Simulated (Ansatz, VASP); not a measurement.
# Cross-check of TiInPt (TiInPt in the AlB2 type) between VASP and Ansatz

Aim: how closely do two programs agree when they are given the same cell, functional and k mesh? The cell is generated by rule, not measured, and may not be a known phase. The cell is taken from a series of runs on this material, whose earlier steps may have relaxed, scaled, displaced or heated it; both programs get it as it stands.

Program: Ansatz 0.2.0. Level of theory: plane waves, with VASP 6.6.1 beside it; relaxation of cell and atoms at PBE and zone-centre phonons at PBE. Results are calculated unless marked as measured.

The structure was built from a prototype and need not be the compound's stable phase.

## Step 1: The starting structure

Symmetry: P-6m2, No. 187, hexagonal system. The conventional cell has a = 4.616 Å, b = 4.616 Å, c = 2.878 Å, α = 90.00°, β = 90.00°, γ = 120.00°. Nearest to Ti lie 2 Ti at 2.88 Å and 6 In at 3.03 Å and 6 Pt at 3.03 Å. Nearest to In lie 3 Pt at 2.66 Å and 2 In at 2.88 Å and 6 Ti at 3.03 Å. Pt has 3 In at 2.66 Å and 2 Pt at 2.88 Å and 6 Ti at 3.03 Å nearest. Farther neighbours are not listed.

## Step 2: VASP: relaxation of cell and atoms, PBE

The relaxed volume is the usual yardstick between codes: in a stiff, nearly cubic crystal its relative difference is about their pressure difference at one cell divided by the bulk modulus.

Lines of VASP's logs that name or quote its potential files are left out, and so is its time.

INCAR reads:

```
SYSTEM = TiInPt
PREC = Accurate
ENCUT = 500
EDIFF = 1E-07
NELM = 120
ISMEAR = 1
SIGMA = 0.2
LREAL = .FALSE.
ALGO = Normal
GGA = PE
NBANDS = 23
LASPH = .TRUE.
LORBIT = 11
LWAVE = .FALSE.
LCHARG = .FALSE.
ISIF = 3
IBRION = 2
NSW = 80
EDIFFG = -0.005
GGA_COMPAT = .FALSE.
NELMIN = 4
KPAR = 2
```

POSCAR reads:

```
TiInPt
1.0
    4.6159070000      0.0000000000      0.0000000000
   -2.3079540000      3.9974930000      0.0000000000
    0.0000000000      0.0000000000      2.8776860000
Ti In Pt
1 1 1
Direct
    0.0000000000      0.0000000000      0.0000000000
    0.3333333639      0.6666665833      0.5000000000
    0.6666668528      0.3333334167      0.5000000000
```

KPOINTS reads:

```
Automatic mesh
0
Gamma
6 6 10
0 0 0
```

PAW data sets: Ti_sv, In_d and Pt (PBE family, release 64).

Command:

```
$ mpirun -np 2 vasp_std
```

Numbers of over 12 decimals in the logs are rounded to 6 here.

Output:

```text
[banner, memory and clock lines left out]
running    2 mpi-ranks, on    1 nodes
 distrk:  each k-point on    1 cores,    2 groups
 distr:  one band on    1 cores,    1 groups

 POSCAR found type information on POSCAR TiInPt
 POSCAR found :  3 types and       3 ions
 LDA part: xc-table for (Slater+PW92), standard interpolation
 POSCAR, INCAR and KPOINTS ok, starting setup
 FFT: planning ... GRIDC
 FFT: planning ... GRID_SOFT
 FFT: planning ... GRID
 WAVECAR not read
 entering main loop
       N       E                     dE             d eps       ncg     rms          rms(c)
DAV:   1     0.337220518029E+03    0.33722E+03   -0.16672E+04  1940   0.193E+03
DAV:   2     0.954617710992E+01   -0.32767E+03   -0.31685E+03  2030   0.484E+02
DAV:   3    -0.187981113692E+02   -0.28344E+02   -0.27387E+02  2682   0.144E+02
DAV:   5    -0.200303285166E+02   -0.30079E-01   -0.30074E-01  2673   0.384E+00    0.126E+01
DAV:   6    -0.185550981278E+02    0.14752E+01   -0.15442E+01  2347   0.270E+01    0.716E+00
DAV:   7    -0.181177683485E+02    0.43733E+00   -0.64157E+00  2307   0.200E+01    0.479E+00
DAV:   8    -0.178565449323E+02    0.26122E+00   -0.90691E-01  2331   0.789E+00    0.146E+00
DAV:   9    -0.178424296161E+02    0.14115E-01   -0.10072E-01  3001   0.233E+00    0.706E-01
DAV:  10    -0.178398650608E+02    0.25646E-02   -0.12584E-02  2420   0.112E+00    0.359E-01
DAV:  11    -0.178400039197E+02   -0.13886E-03   -0.14173E-03  2479   0.401E-01    0.289E-02
DAV:  12    -0.178399856452E+02    0.18275E-04   -0.12602E-04  2606   0.141E-01    0.330E-02
DAV:  13    -0.178399864488E+02   -0.80364E-06   -0.14579E-05  2652   0.323E-02    0.789E-03
DAV:  14    -0.178399852637E+02    0.11851E-05   -0.17060E-06  2810   0.102E-02    0.371E-03
DAV:  15    -0.178399854755E+02   -0.21177E-06   -0.14695E-07  1893   0.308E-03    0.970E-04
DAV:  16    -0.178399853997E+02    0.75764E-07   -0.17961E-08  1113   0.154E-03
   1 F= -.17839985E+02 E0= -.17840545E+02  d E =-.178400E+02
 curvature:   0.00 expect dE= 0.000E+00 dE for cont linesearch  0.000E+00
 trial: gam= 0.00000 g(F)=  0.831E-42 g(S)=  0.513E-04 ort = 0.000E+00 (trialstep = 0.100E+01)
 search vector abs. value=  0.513E-04
 bond charge predicted
       N       E                     dE             d eps       ncg     rms          rms(c)
DAV:   1    -0.178402393742E+02   -0.25390E-03   -0.94514E-03  2240   0.970E-01    0.903E-02
DAV:   2    -0.178400694238E+02    0.16995E-03   -0.38457E-04  2155   0.177E-01    0.475E-02
DAV:   3    -0.178400090069E+02    0.60417E-04   -0.14655E-04  2755   0.104E-01    0.183E-02
DAV:   4    -0.178400049106E+02    0.40963E-05   -0.39015E-05  2392   0.462E-02    0.967E-03
DAV:   5    -0.178400044567E+02    0.45388E-06   -0.36191E-06  2680   0.174E-02    0.581E-03
DAV:   6    -0.178400047106E+02   -0.25385E-06   -0.57572E-07  2454   0.722E-03    0.194E-03
DAV:   7    -0.178400047279E+02   -0.17353E-07   -0.93503E-08  1194   0.285E-03
   2 F= -.17840005E+02 E0= -.17840556E+02  d E =-.193282E-04
 trial-energy change:   -0.000019  1 .order   -0.000019   -0.000051    0.000013
 step:   0.7970(harm=  0.7970)  dis= 0.00000  next Energy=   -17.840006 (dE=-0.204E-04)
 reached required accuracy - stopping structural energy minimisation
```

Parts of OUTCAR (step 2):

```text
ion  position               nearest neighbor table
   1  0.000  0.000  0.000-   2 3.03   2 3.03   3 3.03   3 3.03   2 3.03   2 3.03   3 3.03   3 3.03
                             3 3.03   3 3.03   2 3.03   2 3.03
   2  0.333  0.667  0.500-   3 2.66   3 2.66   3 2.66   1 3.03   1 3.03   1 3.03   1 3.03   1 3.03
                             1 3.03
   3  0.667  0.333  0.500-   2 2.66   2 2.66   2 2.66   1 3.03   1 3.03   1 3.03   1 3.03   1 3.03
                             1 3.03

  LATTYP: Found a hexagonal cell.
 ALAT       =     4.6159070000
 C/A-ratio  =     0.6234280717

 Subroutine GETGRP returns: Found 12 space group operations
 (whereof 12 operations were pure point group operations)

The static configuration has the point symmetry D_3h.

 Found     42 irreducible k-points:

   k-points           NKPTS =     42   k-points in BZ     NKDIM =     42   number of bands    NBANDS=     23

   dimension x,y,z NGX =    36 NGY =   36 NGZ =   24
   dimension x,y,z NGXF=    72 NGYF=   72 NGZF=   48

   ENCUT  =  500.0 eV  36.75 Ry    6.06 a.u.   8.42  8.42  5.25*2*pi/ulx,y,z

   NELECT =      35.0000    total number of electrons

 k-points in reciprocal lattice and weights: Automatic mesh
   0.00000000  0.00000000  0.00000000       0.003
   0.16666667  0.00000000  0.00000000       0.017
   0.33333333  0.00000000  0.00000000       0.017
   0.50000000 -0.00000000  0.00000000       0.008
   0.16666667  0.16666667  0.00000000       0.017
   0.33333333  0.16666667  0.00000000       0.033
   0.33333333  0.33333333  0.00000000       0.006
   0.00000000  0.00000000  0.10000000       0.006
   0.16666667  0.00000000  0.10000000       0.033
[...]
0.33333333  0.16666667  0.50000000       0.033
   0.33333333  0.33333333  0.50000000       0.006

 average (electrostatic) potential at core
       1 -71.4164       2 -91.2079       3 -64.2831

 E-fermi :  10.0144

 k-point     1 :       0.0000    0.0000    0.0000
  band No.  band energies     occupation
    ...
     14       7.9709      2.00000
     15       7.9709      2.00000
     16       8.7312      2.00000
     17       8.7312      2.00000
     18       9.0046      2.00000
     19      11.9176     -0.00000
     20      11.9176     -0.00000
     21      11.9830     -0.00000
     22      14.1368      0.00000
     23      14.1368      0.00000

 k-point     2 :       0.1667    0.0000    0.0000
  band No.  band energies     occupation
    ...
     14       7.9640      2.00000
     15       7.9645      2.00000
     16       8.1346      2.00000
     17       8.6869      2.00000
     18       9.1567      2.00000
     19      11.8422     -0.00000
     20      11.9362     -0.00000
     21      12.1487     -0.00000
     22      12.6196     -0.00000
     23      12.8881     -0.00000

 k-point     3 :       0.3333    0.0000    0.0000
  band No.  band energies     occupation
    ...
     14       7.0348      2.00000
     15       7.9378      2.00000
     16       7.9521      2.00000
     17       8.5832      2.00000
     18       9.3173      2.00001
     19      11.0437     -0.00000
     20      11.1860     -0.00000
     21      11.7431     -0.00000
     22      11.9735     -0.00000
     23      13.6917     -0.00000

  Total       -0.0079164     -0.0079164      0.0104053      0.0000000      0.0000000      0.0000000
  in kB       -0.2389150     -0.2389150      0.3140290      0.0000000      0.0000000      0.0000000
  external PRESSURE =      -0.0546003 kB  Pullay stress =       0.0000000 kB

  energy-cutoff  :      500.00
  volume of cell :       53.09
      direct lattice vectors                 reciprocal lattice vectors
     4.617267340 -0.000000000  0.000000000     0.216578319  0.125041569 -0.000000000
    -2.308634170  3.998671090  0.000000000     0.000000000  0.250083085 -0.000000000
     0.000000000  0.000000000  2.875364210    -0.000000000 -0.000000000  0.347782029

 POSITION                                       TOTAL-FORCE (eV/Angst)
 -----------------------------------------------------------------------------------
      4.61727     -0.00000      0.00000        -0.000000     -0.000000      0.000000
      0.00000      2.66578      1.43768        -0.000000      0.000000      0.000000
      2.30863      1.33289      1.43768         0.000000     -0.000000      0.000000
 -----------------------------------------------------------------------------------
    total drift:                               -0.000203      0.000040     -0.000000

  FREE ENERGIE OF THE ION-ELECTRON SYSTEM (eV)
  ---------------------------------------------------
  free  energy   TOTEN  =       -17.8400047279 eV

  energy  without entropy=      -17.8416595059  energy(sigma->0) =      -17.84055632

 reached required accuracy - stopping structural energy minimisation

 total charge
# of ion       s       p       d       tot
------------------------------------------
    1        2.162   6.089   1.861  10.113
    2        0.881   0.912   9.886  11.679
    3        0.672   0.590   8.037   9.300
--------------------------------------------------
tot          3.715   7.592  19.784  31.092

[... 3 further parts left out ...]
```

CONTCAR:

```
TiInPt
   1.00000000000000
     4.6172673402493372   -0.0000000001701492    0.0000000000000000
    -2.3086341704193760    3.9986710895432451    0.0000000000000000
     0.0000000000000000    0.0000000000000000    2.8753642098841290
  Ti              In              Pt
     1     1     1
Direct
     1.0000000000000000    0.0000000000000000    0.0000000000000000
     0.3333333639000031    0.6666665832999996    0.5000000000000000
     0.6666668527999988    0.3333334167000004    0.5000000000000000
```

The k-mesh is coarse for a metal. The run keeps the 12 symmetry operations of its start, so it cannot find a distortion of lower symmetry.

## Step 3: Ansatz: relaxation of cell and atoms, PBE

Ansatz runs on its PAW soft_1 files.

The same cell, functional, mesh and smearing now go to Ansatz, which takes its cutoff from its data sets.

input.yaml reads:

```yaml
crystal:
  lattice:
    - [4.6159072983, 0.0, 0.0]
    - [-2.3079536491, 3.9974929819, 0.0]
    - [0.0, 0.0, 2.8776858176]
  atoms:
    - { symbol: Ti, position: [0.0, 0.0, 0.0] }
    - { symbol: In, position: [0.3333333333, 0.6666666667, 0.5] }
    - { symbol: Pt, position: [0.6666666667, 0.3333333333, 0.5] }
kpoints:
  mp_grid: { grid: [6, 6, 10] }
hamiltonian:
  xc: pbe
  pseudopotentials: { kind: paw, azcp: { folder: soft_1 } }
scf:
  occupations: { method: methfessel_paxton, width: 0.2 }
output:
  forces: true
  stress: true
  eigenvalues: true
relax:
  adjacent_minimum: "off"
  f_tol: 0.001
  max_steps: 60
  cell: { stress_tol: 0.01 }
```

Command:

```
$ ansatz run input.yaml --threads 4 --pin off --max-ram 12288MiB --backend cpu --events-out ev --progress --plain --runs-dir out
```

Output:

```text
Engine: ansatz 0.2.0, aarch64-unknown-linux-gnu
Pseudopotentials: kind: paw
Pseudopotential: Ti, paw, valence charge 12, recommended cutoff 420 eV (normal), soft_1/Ti.paw.azcp
Pseudopotential: In, paw, valence charge 13, recommended cutoff 420 eV (normal), soft_1/In.paw.azcp
Pseudopotential: Pt, paw, valence charge 18, recommended cutoff 420 eV (normal), soft_1/Pt.paw.azcp
Functional definition: PBE
  parameter kappa = 0.804
  parameter beta = 0.066725
  exchange = pbe_x(kappa = kappa, mu = beta*pi^2/3)
  correlation = pbe_c(beta = beta)
Crystal: 3 atoms, lattice volume = 53.099 Å³
Basis set: ecut = 420 eV, 1023 PW (Γ), exchange–correlation on 64×64×40 points (8 copies of the dense FFT grid, shifted against one another)
Bands: 26, of which v1, the nominal top of the filled ones, is band 22 counted from 1 (21 counted from 0)
Symmetry: 12 space group operations
Space group: P-6m2 (ITA 187), of the structure as read, at distance tolerance 3.8e-5 Å
k-points: 42 of 360 (time reversal used)
Non-local potential: Ti, projectors of the file, l = 0: 3, l = 1: 2, l = 2: 3, l = 3: 1
Non-local potential: In, projectors of the file, l = 0: 2, l = 1: 2, l = 2: 2, l = 3: 1
Non-local potential: Pt, projectors of the file, l = 0: 3, l = 1: 2, l = 2: 2, l = 3: 1
PAW form: soft (Blöchl's): semilocal exchange-correlation on the pseudo side does not see the compensation charge
PAW one-centre angular grid: Ti, 590 points (default); XC on 64 Gauss nodes
PAW one-centre angular grid: In, 590 points (default); XC on 64 Gauss nodes
PAW one-centre angular grid: Pt, 590 points (default); XC on 64 Gauss nodes
Initial density: superposition of atomic densities (chi_scale 0.1, normalization cell, long waves kept (reshape's long-wave potential 0.00 eV rms))
Initial wavefunctions: pseudopotential atomic-orbital guess
Functional: x = pbe(κ = 0.804, μ = 0.219515), c = pbe(β = 0.066725)
SCF iter   1: F=—  HF=-20633.326489 eV  |F-HF|=—  |Δ(HF+E_count)|=         —  Δρ=3.79e-1  dr2=1.70e2  ethr=3.10e-3  ⟨swp⟩=4.2  Hψ=3770  notcnv=0
preconditioner: auto → none  [metal: Δε(μ)=0.010 eV  Ē_g=8.339 eV  σ=0.200 eV  W_gap=0.04  n_scr=8 (ndim 8)  ℏωp=26.5 eV  f_vac=0.000  D(μ)=4.04/eV (n_scr^D=44)  sad-step TF]
SCF iter   2: F=—  HF=-20630.024503 eV  |F-HF|=—  |Δ(HF+E_count)|=    3.30e0  S|Δr|=    0.00e0  Δρ=3.24e-1  dr2=1.23e2  ethr=3.10e-3  ⟨swp⟩=2.0  Hψ=1906  notcnv=0
SCF iter   3: F=—  HF=-20624.333465 eV  |F-HF|=—  |Δ(HF+E_count)|=    5.69e0  S|Δr|=    0.00e0  Δρ=7.29e-2  dr2=6.59e0  ethr=3.10e-3  ⟨swp⟩=3.0  Hψ=2464  notcnv=0
SCF iter   4: F=—  HF=-20623.795874 eV  |F-HF|=—  |Δ(HF+E_count)|=   5.38e-1  S|Δr|=    0.00e0  Δρ=3.46e-2  dr2=1.19e0  ethr=3.10e-3  ⟨swp⟩=2.6  Hψ=2357  notcnv=0  defer=1
SCF iter   5: F=—  HF=-20623.684179 eV  |F-HF|=—  |Δ(HF+E_count)|=   1.12e-1  S|Δr|=    0.00e0  Δρ=1.78e-2  dr2=3.25e-1  ethr=2.77e-3  ⟨swp⟩=2.0  Hψ=1337  notcnv=0  defer=1
SCF iter   6: F=—  HF=-20623.655639 eV  |F-HF|=—  |Δ(HF+E_count)|=   2.85e-2  S|Δr|=    0.00e0  Δρ=8.12e-3  dr2=6.61e-2  ethr=7.57e-4  ⟨swp⟩=1.1  Hψ=1316  notcnv=0  defer=1
SCF iter   7: F=—  HF=-20623.647948 eV  |F-HF|=—  |Δ(HF+E_count)|=   7.69e-3  S|Δr|=    0.00e0  Δρ=2.30e-3  dr2=5.68e-3  ethr=1.54e-4  ⟨swp⟩=1.3  Hψ=1179  notcnv=0  defer=1
SCF iter   8: F=—  HF=-20623.647245 eV  |F-HF|=—  |Δ(HF+E_count)|=   7.04e-4  S|Δr|=    0.00e0  Δρ=2.39e-4  dr2=2.34e-5  ethr=1.32e-5  ⟨swp⟩=2.0  Hψ=1222  notcnv=0
SCF iter   9: F=—  HF=-20623.647241 eV  |F-HF|=—  |Δ(HF+E_count)|=   4.38e-6  S|Δr|=    0.00e0  Δρ=2.50e-5  dr2=2.93e-7  ethr=5.43e-8  ⟨swp⟩=2.0  Hψ=1919  notcnv=0
SCF iter  10: F=-20623.647241 eV  HF=-20623.647241 eV  |F-HF|=1.80e-8  |Δ(HF+E_count)|=   2.79e-8  S|Δr|=    0.00e0  Δρ=6.02e-6  dr2=2.26e-8  ethr=2.33e-10  ⟨swp⟩=6.1  Hψ=4525  notcnv=0
SCF 1 converged in 10 iterations: F = -20623.647241 eV  dr2 = 2.26e-8
  greatest PAW one-centre occupation: 1.000 electrons in one spin orbital (limit 2), on the Pt atom at site 2 (counted from 0), in its partial waves of l = 0
relax step   1: F+E_penalty+E_count = -20623.64724053 eV  Δ(F+E_penalty+E_count) = +0.000e0 eV  max|allowed force component| = 3.392e-16 eV/Å  Δτ_max = 0.0000 Å  P = +0.023 GPa  Ω = 53.099 Å³  (10 SCF iters, dr2 threshold 1.00e-7 eV, accepted)
[...]
relax step   2: F+E_penalty+E_count = -20623.64723640 eV  Δ(F+E_penalty+E_count) = +4.125e-6 eV  max|allowed force component| = 1.912e-16 eV/Å  Δτ_max = 0.0000 Å  P = -0.027 GPa  Ω = 53.105 Å³  energy of the carried Pulay correction = -3.437e-6 eV  (4 SCF iters, dr2 threshold 3.63e-8 eV, rejected (line search))
[...]
relax step   3: F+E_penalty+E_count = -20623.64726032 eV  Δ(F+E_penalty+E_count) = -1.979e-5 eV  max|allowed force component| = 1.357e-16 eV/Å  Δτ_max = 0.0000 Å  P = +0.000 GPa  Ω = 53.101 Å³  energy of the carried Pulay correction = -1.461e-6 eV  (6 SCF iters, accepted)
[...]
relax step   4: F+E_penalty+E_count = -20623.64726281 eV  Δ(F+E_penalty+E_count) = -2.481e-6 eV  max|allowed force component| = 1.311e-16 eV/Å  Δτ_max = 0.0000 Å  P = -0.000 GPa  Ω = 53.101 Å³  stress off target by 3.93e-3 GPa  SCF on the basis re-selected at this cell (its energy is not comparable with the rows above)  (4 SCF iters)
basis re-selected at this cell: Δ(F+E_penalty+E_count) = -2.481e-6 eV, ΔP = -0.000 GPa vs the last step (what re-selecting the basis moved, of the pressure what is left beyond the Pulay correction that the steps carried, after the strain that the cell walked since its last selection, with what the two solves' SCF thresholds leave and, on support functions, any second-order correction that the steps lacked; it is no m [...]
SCF converged after 4 iterations
Stability not checked: this state was not tested for a lower state beside it, because cold or Methfessel-Paxton smearing, or corrected tetrahedra, fill the levels in a way that the test cannot read (fill_not_monotonic; see scf.lower_state_search)
Free energy (F): -20623.647263 eV
Harris-Foulkes:  -20623.647263 eV  (|F-HF|=7.28e-12)
Internal energy: -20623.648896 eV  (E = F + TS)
E sigma→0 (E₀):  -20623.647671 eV
Entropy (-TS):   0.001634 eV (0.545 meV/atom)
Fermi energy:    16.430537 eV
--- Per-component energies (eV) ---
  E_band       = -328.462487
  E_kinetic    = 1096.536529
  E_local      = -3464.046700  (includes V_loc(G=0)·N_el)
  E_nonlocal   = 590.116543
  E_hartree    = 1362.354528
  E_xc         = -492.746478
  E_vxc        = -508.061090  (∫ρ·V_xc dr)
  E_paw        = -14734.696157  (= ΣΔE_a)
  E_vpaw       = -767.717944  (= ΣTr[D̂ρ^β])
  E_aug_tail   = 0.001149  (compensation charges beyond the density's cutoff)
  E_ewald      = -4981.168309
  E_smearing   = 0.001634  (= −TS)
  E_closure    = 0.000000  (closes the sum)
  Σ components = -20623.647263   (vs F -20623.647263, Δ=0.00e0)
--- Forces (eV/Å), atoms counted from 1 ---
  atom   1  Ti     0.00000000    -0.00000000     0.00000000
  atom   2  In     0.00000000     0.00000000    -0.00000000
  atom   3  Pt     0.00000000    -0.00000000     0.00000000
  max |Σ_I F_I| component: 9.25e-17 eV/Å
--- Stress (GPa, compression-positive) ---
        0.001946      -0.000000      -0.000000
       -0.000000       0.001946       0.000000
       -0.000000       0.000000      -0.003934
  P = ⅓ Tr σ = -0.0000 GPa (-0.000 kbar)
--- Band table (eV; the first three rows and the last of 42) ---
  k-point 0: bands = [... 18 lower, 14.3860, 15.1476, 15.1476, 15.4166, 18.3361, 18.3361, 18.4024, 20.5522]
  k-point 1: bands = [... 18 lower, 13.9445, 15.5531, 15.5531, 15.6360, 18.0951, 18.0951, 18.4752, 20.9494]
  k-point 2: bands = [... 18 lower, 13.2828, 16.1615, 16.1615, 16.1943, 17.6671, 17.6671, 18.6873, 21.3268]
  k-point 41: bands = [... 18 lower, 13.7587, 15.0167, 16.0961, 16.1688, 16.6170, 18.4317, 18.4762, 18.7595]
--- Relaxed structure (3 steps of the walk, 2 accepted, 1 SCFs on fresh bases) ---
  F+E_penalty+E_count = -20623.64726281 eV   max|allowed force component| = 1.311e-16 eV/Å   (the final SCF, on the basis selected at the relaxed cell)
  cell:  # Å, volume = 53.1012 Å³
    - [4.617287, -2.887608927994375e-11, 0]
    - [-2.308644, 3.998688, 0]
    - [0, 0, 2.876074]
  atoms:
    - { symbol: Ti, position: [0, 0, 0] }
    - { symbol: In, position: [0.333333, 0.666667, 0.500000] }
    - { symbol: Pt, position: [0.666667, 0.333333, 0.500000] }
```

The column dr2 measures how far the density is from self-consistency, as an energy; F and HF (Harris–Foulkes) agree once it is small.

## Step 4: Comparison

Known differences besides the potentials themselves: the data sets hold 43 valence electrons in Ansatz (on its PAW soft_1 files) and 35 in VASP; the cutoff is 420 eV in Ansatz and 500 eV in VASP; Ansatz adds a Pulay correction to the stress that steers its cell, VASP none. Total energies have different zeros and are not compared.

Both answers:

```csv
quantity,Ansatz,VASP,difference
volume (Å³),53.10,53.09,+0.03 %
"edge a after relaxation, in the typed setting (Å)",4.617,4.617,+0.00 %
"edge c after relaxation, in the typed setting (Å)",2.876,2.875,+0.02 %
```

(Continued in part 2 of 2.)

[Lines on the potential files, build, host, timing and source positions are cut from VASP's logs without a mark.]

[Logs are printed without paths, hosts, clocks, repeated set-up lines and the standing remarks that a program may print on its own settings, such as how far it seeks lower states.]

[Hosts, paths, dates, database ids (printed as entryN), source tags and the programs' standing remarks are cut or masked in the printed files.]
